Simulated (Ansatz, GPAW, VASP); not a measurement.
One structure in several programs: TePd (P1, 4 atoms in the cell)

Self-consistent single point, at a second geometry (lattice scaled by 0.98). First geometry:

```
TePd
1.0
    4.18201     0.00000     0.00000
   -2.09101     3.62173     0.00000
    0.00000     0.00000     5.73800
Te Pd
2 2
Direct
  0.32786   0.67168   0.24168
  0.67485   0.32971   0.75134
  0.99986   0.99754   0.00645
  0.99743   0.00107   0.50053
```

Shared settings, as Ansatz (a quantum-chemistry and plane-wave program) writes them: kpoints.mp_grid.grid = 5 5 3; scf.occupations.method = fermi_dirac; scf.occupations.width = 0.05 eV. Potentials and cutoffs stand in the table.

```tsv
code	model	ΔF from the first geometry (meV/atom)	pressure (GPa)	largest force (eV/Å)	cutoff
VASP	PBEsol, VASP's PBE PAW potentials (set 64)	-0.6	3.52	0.457	300 eV
Ansatz	PBEsol, PAW files made with PBE	-0.9	3.55	0.454	default
GPAW	PBEsol, GPAW PAW datasets PBEsol (made by gpaw-setup)	-4.0	3.11	0.444	600 eV
```

Size of the force on each atom (eV/Å): Sizes of forces hide their directions.

```
code      Te1    Te2    Pd3    Pd4
------  -----  -----  -----  -----
VASP    0.457  0.300  0.381  0.122
Ansatz  0.454  0.295  0.382  0.123
GPAW    0.444  0.292  0.378  0.124
```

On Ansatz's run: spin-orbit coupling is off. Spin polarisation is off.

The spread over the programs that give each value: ΔF from the first geometry within 3.4 meV/atom; pressure within 0.44 GPa; largest force within 0.013 eV/Å.

Ansatz's pressure is given at a fixed set of plane waves, as the other plane-wave codes print theirs; with its correction for the finite basis it is 3.60 GPa.

The shared mesh is coarse (it stands for a supercell whose shortest vector is 17 Å), so the values are not converged in it.

VASP's run is marked for a possible Pulay error in its stress at this cutoff; no cutoff test was made.

The starting cell comes from a database of computed structures (which also holds hypothetical and non-ambient phases and stackings), without a prior relaxation at this level. Its atoms were displaced at random from the sites of space group no. 194. For this run, on top of that: lattice scaled by 0.98.

Left out of this page: Quantum ESPRESSO, ABINIT, CP2K, Elk, FLEUR and SIESTA (not drawn, or without a comparable value).

Keys are those of Ansatz 0.2.
